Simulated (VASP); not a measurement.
Method: PBE GGA with D4 dispersion, VASP's PBE PAW potentials (set 64) (plane waves; VASP).

VASP ran on this input.

### KPOINTS
```
K-points
0
Gamma
 7 7 7
```

**INCAR**
```
ALGO=Normal
EDIFF=1E-7
ENCUT=520
GGA=PE
ISIF=2
ISMEAR=0
IVDW=13
LASPH=T
LCHARG=F
LMAXMIX=4
LREAL=F
LWAVE=F
NELM=100
PREC=Accurate
SIGMA=0.05
SYSTEM=CdF2
```

POSCAR:
```
CdF2
5.4534650
  0.0000000000   0.5000000361   0.5000000361
  0.5000000361   0.0000000000   0.5000000361
  0.5000000361   0.5000000361   0.0000000000
Cd F
1 2
Cart
  0.0000000000   0.0000000000   0.0000000000
  0.2500000181   0.2500000181   0.2500000181
  0.7500000542   0.7500000542   0.7500000542
```

POTCAR, in this order: Cd F (PBE.64 set). Program: vasp_std.

The resulting files:

**OUTCAR**
```
 ion  position               nearest neighbor table
   1  0.000  0.000  0.000-   3 2.36   3 2.36   3 2.36   2 2.36   2 2.36   2 2.36   3 2.36   2 2.36
  LATTYP: Found a face centered cubic cell.
 ALAT       =     5.4534653938
 Subroutine PRICEL returns:
 Original cell was already a primitive cell.
 Subroutine GETGRP returns: Found 48 space group operations
The static configuration has the point symmetry O_h .
The dynamic configuration has the point symmetry O_h .
 Subroutine INISYM returns: Found 48 space group operations
 Subroutine IBZKPT returns following result:
 Found     20 irreducible k-points:

 Following reciprocal coordinates:
            Coordinates               Weight
  0.000000  0.000000  0.000000      1.000000
  0.142857  0.000000  0.000000      8.000000
  0.285714  0.000000  0.000000      8.000000
  0.428571  0.000000  0.000000      8.000000
  0.142857  0.142857  0.000000      6.000000
  0.285714  0.142857  0.000000     24.000000
  0.428571  0.142857  0.000000     24.000000
 -0.428571  0.142857  0.000000     24.000000
 -0.285714  0.142857  0.000000     24.000000
 -0.142857  0.142857  0.000000     12.000000
...
```

**OSZICAR**
```
       N       E                     dE             d eps       ncg     rms          rms(c)
DAV:   1     0.192064776956E+03    0.19206E+03   -0.16121E+04   712   0.156E+03
DAV:   2    -0.407084049646E+01   -0.19614E+03   -0.19152E+03   746   0.376E+02
DAV:   3    -0.126141716163E+02   -0.85433E+01   -0.85223E+01   736   0.868E+01
DAV:   4    -0.126574844935E+02   -0.43313E-01   -0.43306E-01   748   0.631E+00
DAV:   5    -0.126576322789E+02   -0.14779E-03   -0.14778E-03   750   0.339E-01    0.100E+01
DAV:   6    -0.108743487914E+02    0.17833E+01   -0.53803E+00   876   0.451E+01    0.720E+00
DAV:   7    -0.109163809571E+02   -0.42032E-01   -0.89348E-01   683   0.994E+00    0.416E+00
DAV:   8    -0.109078578837E+02    0.85231E-02   -0.17018E-01   742   0.413E+00    0.754E-01
DAV:   9    -0.108982273260E+02    0.96306E-02   -0.43420E-02   825   0.253E+00    0.972E-02
DAV:  10    -0.108987786701E+02   -0.55134E-03   -0.32107E-03   701   0.732E-01    0.121E-01
DAV:  11    -0.108988662440E+02   -0.87574E-04   -0.17828E-04   729   0.169E-01    0.466E-02
DAV:  12    -0.108988995188E+02   -0.33275E-04   -0.83340E-05   698   0.839E-02    0.168E-02
DAV:  13    -0.108989013748E+02   -0.18560E-05   -0.51534E-06   759   0.206E-02    0.585E-03
DAV:  14    -0.108989013030E+02    0.71792E-07   -0.13233E-06   702   0.179E-02    0.150E-03
DAV:  15    -0.108989013543E+02   -0.51278E-07   -0.74464E-08   552   0.388E-03
   1 F= -.11410217E+02 E0= -.11410217E+02  d E =-.102341E-10
```

OUTCAR:
```
------------------------ aborting loop because EDIFF is reached ----------------------------------------
  Edisp (eV):   -0.51132
  FORCE on cell =-STRESS in cart. coord.  units (eV):
  Direction    XX          YY          ZZ          XY          YZ          ZX
  --------------------------------------------------------------------------------------
  Total       0.03968     0.03968     0.03968    -0.00000     0.00000    -0.00000
  in kB       1.56787     1.56787     1.56787    -0.00000     0.00000    -0.00000
  external pressure =        1.57 kB  Pullay stress =        0.00 kB
  volume of cell :       40.55
      direct lattice vectors                 reciprocal lattice vectors
     0.000000000  2.726732697  2.726732697    -0.183369643  0.183369643  0.183369643
     2.726732697  0.000000000  2.726732697     0.183369643 -0.183369643  0.183369643
     2.726732697  2.726732697  0.000000000     0.183369643  0.183369643 -0.183369643
 POSITION                                       TOTAL-FORCE (eV/Angst)
 -----------------------------------------------------------------------------------
      0.00000      0.00000      0.00000        -0.000000     -0.000000      0.000000
      1.36337      1.36337      1.36337        -0.000000     -0.000000     -0.000000
      4.09010      4.09010      4.09010         0.000000      0.000000      0.000000
 -----------------------------------------------------------------------------------
    total drift:                                0.000000     -0.000000      0.000000
  FREE ENERGIE OF THE ION-ELECTRON SYSTEM (eV)
  ---------------------------------------------------
  free  energy   TOTEN  =       -11.4102173297 eV

  energy  without entropy=      -11.4102173297  energy(sigma->0) =      -11.41021733
```
(Selected blocks of OUTCAR.)

The compound is CdF2 in the fluorite structure. It was relaxed first.
